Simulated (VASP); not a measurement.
Consider the following.

```
O2Si
1.0
    4.28497     0.00000     0.00000
    0.00000     4.28497     0.00000
    0.00000     0.00000     2.74075
Si O
2 4
Direct
  0.00000   0.00000   0.00000
  0.50000   0.50000   0.50000
  0.30593   0.30593   0.00000
  0.80593   0.19407   0.50000
  0.19407   0.80593   0.50000
  0.69407   0.69407   0.00000
```

All values below come from revTPSS meta-GGA, VASP's PBE PAW potentials (set 64) (plane waves; VASP 6.6.1). Settings: 520 eV cut-off, 5×5×8 Γ-centred mesh, Gaussian smearing of 0.050 eV, potentials Si O.

Question: The ions and cell shape at fixed volume are relaxed. Predict the relaxed structure.

Answer: 
```
O2Si
1.0
    4.30850     0.00000     0.00000
    0.00000     4.30850     0.00000
    0.00000     0.00000     2.71090
Si O
2 4
Cartesian
  0.00000   4.30850   0.00000
  2.15425   2.15425   1.35545
  1.33056   1.33056   0.00000
  3.48481   0.82368   1.35545
  0.82368   3.48481   1.35545
  2.97793   2.97793   0.00000
```
Space group P4_2/mnm (136), at a tolerance of 0.03 Å.

Question: How much energy does the relaxation gain?

Answer: The energy (σ→0) changes by -3.2 meV/atom, in 5 ionic steps.

The compound is SiO2 in the rutile structure, stishovite, a high-pressure form. This cell is one point of a volume scan, at 1.06 of the reference volume. Symmetry was kept, so distortions that lower it aren't found.
